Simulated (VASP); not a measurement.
Consider the following.

```
BaZrO3
1.0
    4.17096     0.00000     0.00000
    0.00000     4.17096     0.00000
    0.00000     0.00000     4.17096
Ba Zr O
1 1 3
Direct
  0.00000   0.00000   0.00000
  0.50000   0.50000   0.50000
  0.50000   0.00000   0.50000
  0.00000   0.50000   0.50000
  0.50000   0.50000   0.00000
```

Level of theory: rev-vdW-DF2, VASP's PBE PAW potentials (set 64) (plane waves; VASP). Settings: 520 eV cut-off, 5×5×5 Γ-centred mesh, Gaussian smearing of 0.050 eV, potentials Ba_sv Zr_sv O.

Problem. Give the stress tensor in GPa (positive for a compressed cell).

Solution. 
```
5.14  0.00  0.00
0.00  5.14  0.00
0.00  0.00  5.14
```
The pressure is its mean diagonal, 5.14 GPa.

The compound is BaZrO3 in the cubic perovskite structure. This cell is one point of a volume scan, at 0.97 of the reference volume.
